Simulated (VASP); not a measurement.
Input:

```
AgI
1.0
    0.00000     3.26276     3.26276
    3.26276     0.00000     3.26276
    3.26276     3.26276     0.00000
Ag I
1 1
Direct
  0.00000   0.00000   0.00000
  0.25000   0.25000   0.25000
```

Calculation: optB86b-vdW, VASP's PBE PAW potentials (set 64) (plane waves; VASP 6.6.1). Settings: 520 eV cut-off, Gaussian smearing of 0.050 eV, potentials Ag I.

Unless said otherwise, spin-orbit coupling is left out, though it shifts the bands of the heavy elements here.

Give the energies of bands 2 to 12 at the high-symmetry points, in eV from the valence-band maximum.

```json
[
 {"band": "2", "Γ": "-4.13", "X": "-4.41", "U": "-4.20", "L": "-4.05", "W": "-4.07"},
 {"band": "3", "Γ": "-4.13", "X": "-3.63", "U": "-3.74", "L": "-3.96", "W": "-3.86"},
 {"band": "4", "Γ": "-4.13", "X": "-3.63", "U": "-3.62", "L": "-3.96", "W": "-3.64"},
 {"band": "5", "Γ": "-3.03", "X": "-2.95", "U": "-3.00", "L": "-3.00", "W": "-3.09"},
 {"band": "6", "Γ": "-3.03", "X": "-2.92", "U": "-3.00", "L": "-3.00", "W": "-2.81"},
 {"band": "7", "Γ": "0.00", "X": "-2.56", "U": "-2.77", "L": "-2.89", "W": "-2.73"},
 {"band": "8", "Γ": "0.00", "X": "-1.75", "U": "-1.97", "L": "-0.70", "W": "-2.10"},
 {"band": "9", "Γ": "0.00", "X": "-1.75", "U": "-1.39", "L": "-0.70", "W": "-1.61"},
 {"band": "10", "Γ": "1.23", "X": "3.57", "U": "3.88", "L": "2.69", "W": "4.68"},
 {"band": "11", "Γ": "5.75", "X": "3.79", "U": "4.93", "L": "6.21", "W": "5.16"},
 {"band": "12", "Γ": "5.75", "X": "8.36", "U": "7.59", "L": "6.21", "W": "6.33"}
]
```

The gap is direct, 1.23 eV, from the valence maximum at Γ to the conduction minimum at Γ.

The compound is AgI in the zinc blende structure, whereas wurtzite is the usual form. It was relaxed first.
